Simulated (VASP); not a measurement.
All values below come from optB88-vdW, VASP's PBE PAW potentials (set 64) (plane waves; VASP 6.6.1).

VASP ran on this input.

KPOINTS:
```
Automatic mesh
0
Gamma
14 14 6
0 0 0
```

INCAR:
```
PARAM1 = 0.1833333333
LWAVE = .False.
ISIF = 4
IBRION = 2
LCHARG = .False.
SIGMA = 0.1
LREAL = .False.   # projection in real space or not
LMAXMIX = 4   # l cut-off of mixed one-centre charges
EDIFFG = -0.01   # ionic stop
ALGO = Normal   # blocked Davidson
LASPH = .True.   # aspherical one-centre terms
GGA = BO
AGGAC = 0.0
EDIFF = 1E-7   # SCF stop (eV)
LUSE_VDW = .True.
PARAM2 = 0.22
NELM = 100
PREC = Accurate
NSW = 30
ENCUT = 520   # plane-wave cut-off (eV)
SYSTEM = Cd
ISMEAR = 1
```

**POSCAR**
```
Cd
1
    1.5264695710    -2.6439231594     0.0000000000
    1.5264695710     2.6439231594     0.0000000000
    0.0000000000     0.0000000000     6.0289061303
Cd
2
Direct
  0.3333330000   0.6666670000   0.2500000000
  0.6666670000   0.3333330000   0.7500000000
```

POTCAR, in this order: Cd (PBE.64 set). Program: vasp_std.

**Question.** What does the run give for the energy per atom (σ→0), band gap (on the k-mesh)?

**Answer.** 
```json
{
  "energy per atom (σ→0)": "2.532 eV/atom",
  "band gap (on the k-mesh)": "none (metal, semimetal or under 0.01 eV)"
}
```

### OSZICAR
```
...
DAV:   3     0.506388496533E+01    0.21885E-02   -0.43792E-03  3288   0.614E-01    0.643E-02
DAV:   4     0.506385675260E+01   -0.28213E-04   -0.32289E-04  3264   0.241E-01    0.648E-02
DAV:   5     0.506385403029E+01   -0.27223E-05   -0.25641E-06  3456   0.212E-02    0.356E-02
DAV:   6     0.506385702149E+01    0.29912E-05   -0.13550E-05  3264   0.280E-02    0.457E-02
DAV:   7     0.506385743602E+01    0.41453E-06   -0.81150E-07  3336   0.111E-02    0.298E-02
DAV:   8     0.506385763765E+01    0.20163E-06   -0.47874E-07  2736   0.568E-03    0.971E-03
DAV:   9     0.506385762522E+01   -0.12430E-07   -0.11494E-07  1864   0.299E-03
   3 F= 0.50638576E+01 E0= 0.50640440E+01  d E =-.166856E-02
```

The compound is Cd in the hcp structure. This cell is one point of a volume scan, at 1.06 of the reference volume. Symmetry was kept, so distortions that lower it aren't found.
